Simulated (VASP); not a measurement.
Consider the following.

```
CELL_PARAMETERS angstrom
      1.73028    -2.99693     0.00000
      1.73028     2.99693     0.00000
      0.00000     0.00000     5.43431
ATOMIC_POSITIONS crystal
  Y  0.33333 0.66667 0.25000
  Y  0.66667 0.33333 0.75000
```

Computed with PBEsol GGA, VASP's PBE PAW potentials (set 64) (plane waves; VASP 6.6.1). Run with 500 eV cut-off, 12×12×7 Γ-centred mesh, first-order Methfessel-Paxton smearing of 0.10 eV, potentials Y_sv.

Problem. What does the run give for the energy per atom (σ→0), pressure, band gap (on the k-mesh) with the smallest direct gap where there is one?

Solution. 
band gap (on the k-mesh): none (metal, semimetal or under 0.01 eV)
energy per atom (σ→0): -6.772 eV/atom
pressure: 4.91 GPa

Only differences to runs with the same potentials and settings are physical.

The compound is Y in the hcp structure. It was relaxed first under an external pressure of 5 GPa.
